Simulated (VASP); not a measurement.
Calculation: PBE GGA with D3 dispersion (Becke-Johnson damping), VASP's PBE PAW potentials (set 64) (plane waves; VASP).

The input files of a VASP run:

**KPOINTS**
```
k-points along high-symmetry lines
10
Line-mode
Reciprocal
  0.000000   0.000000   0.000000 ! GAMMA
  0.500000   0.000000   0.000000 ! M

  0.500000   0.000000   0.000000 ! M
  0.333333   0.333333   0.000000 ! K

  0.333333   0.333333   0.000000 ! K
  0.000000   0.000000   0.000000 ! GAMMA

  0.000000   0.000000   0.000000 ! GAMMA
  0.000000   0.000000   0.500000 ! A

  0.000000   0.000000   0.500000 ! A
  0.500000   0.000000   0.500000 ! L

  0.500000   0.000000   0.500000 ! L
  0.333333   0.333333   0.500000 ! H

  0.333333   0.333333   0.500000 ! H
  0.000000   0.000000   0.500000 ! A

  0.500000   0.000000   0.500000 ! L
  0.500000   0.000000   0.000000 ! M

  0.333333   0.333333   0.500000 ! H
  0.333333   0.333333   0.000000 ! K
```

### POSCAR
```
Te2Mo
1.0
  3.4925562139   0.0000000000   0.0000000000
 -1.7462781069   3.0246428203   0.0000000000
  0.0000000000   0.0000000000  13.6696251134
Mo Te
2 4
Cartesian
 -0.0000017462   2.0164295551   3.4174062784
  1.7462798532   1.0082132652  10.2522188350
 -0.0000017462   2.0164295551   8.4343407238
  1.7462798532   1.0082132652   1.5995281671
 -0.0000017462   2.0164295551  12.0700969463
  1.7462798532   1.0082132652   5.2352843896
```

### INCAR
```
SYSTEM = Te2Mo
PREC = Accurate; ENCUT = 400; LREAL = .False.
LASPH = .True.; ICHARG = 11
EDIFF = 1E-7; NELM = 100; ALGO = Normal
LMAXMIX = 4
ISMEAR = 0; SIGMA = 0.05
GGA = PE; IVDW = 12
LWAVE = .False.; LCHARG = .False.; LORBIT = 11
```

POTCAR, in this order: Mo_sv Te (PBE.64 set). Program: vasp_std. Read from the step before: CHGCAR.

The resulting files:

OSZICAR:
```
       N       E                     dE             d eps       ncg     rms          rms(c)
DAV:   1     0.342067856898E+03    0.34207E+03   -0.24539E+04  6900   0.123E+03
DAV:   2    -0.155729496025E+02   -0.35764E+03   -0.34969E+03  7112   0.315E+02
DAV:   3    -0.347695443602E+02   -0.19197E+02   -0.18797E+02  6967   0.611E+01
DAV:   4    -0.353271115906E+02   -0.55757E+00   -0.55554E+00  6872   0.101E+01
DAV:   5    -0.353432434358E+02   -0.16132E-01   -0.16124E-01  7282   0.175E+00
DAV:   6    -0.353436356534E+02   -0.39222E-03   -0.39211E-03  6854   0.257E-01
DAV:   7    -0.353436486419E+02   -0.12989E-04   -0.12988E-04  7183   0.451E-02
DAV:   8    -0.353436491857E+02   -0.54380E-06   -0.54385E-06  6753   0.827E-03
DAV:   9    -0.353436492102E+02   -0.24441E-07   -0.24414E-07  4960   0.163E-03
   1 F= -.38682446E+02 E0= -.38682446E+02  d E =-.108659E-16
```

### OUTCAR
```
 val. band max:        8.6983339464   @ k =   0.0000   0.0000   0.0000

 cond. band min:       9.2920268106   @ k =   0.1852   0.1852   0.0000



 k-point     1 :       0.0000    0.0000    0.0000
  band No.  band energies     occupation
      1     -52.1539      2.00000
      2     -52.1538      2.00000
      3     -26.3359      2.00000
      4     -26.3359      2.00000
      5     -26.1922      2.00000
      6     -26.1922      2.00000
      7     -26.1922      2.00000
      8     -26.1922      2.00000
      9      -4.5528      2.00000
     10      -4.0980      2.00000
     11      -3.7540      2.00000
     12      -3.0616      2.00000
     13       2.5447      2.00000
     14       4.1365      2.00000
     15       5.2809      2.00000
     16       6.8607      2.00000
     17       6.8607      2.00000
     18       6.8827      2.00000
     19       6.8827      2.00000
     20       7.4881      2.00000
     21       7.6330      2.00000
     22       7.6330      2.00000
     23       7.6827      2.00000
     24       7.6827      2.00000
     25       8.5375      2.00000
     26       8.6983      2.00000
     27      11.5728      0.00000
     28      11.5728      0.00000
     29      11.7598      0.00000
     30      11.7606      0.00000
     31      11.7661      0.00000

 k-point     2 :       0.0556    0.0000    0.0000
  band No.  band energies     occupation
      1     -52.1535      2.00000
      2     -52.1535      2.00000
      3     -26.3350      2.00000
      4     -26.3349      2.00000
      5     -26.1964      2.00000
      6     -26.1963      2.00000
      7     -26.1932      2.00000
      8     -26.1931      2.00000
      9      -4.5075      2.00000
     10      -4.0535      2.00000
     11      -3.7194      2.00000
     12      -3.0324      2.00000
     13       2.5953      2.00000
     14       4.1845      2.00000
     15       5.2624      2.00000
     16       6.7575      2.00000
     17       6.7853      2.00000
     18       6.8958      2.00000
...
```

The density is held fixed in this step, so its total energy and stress have no physical meaning. Unless said otherwise, spin-orbit coupling is left out, though it shifts the bands of the heavy elements here.

The structure comes from a measured Te2Mo entry (P6_3/mmc) of the Crystallography Open Database, whose conditions weren't checked. It was relaxed first.
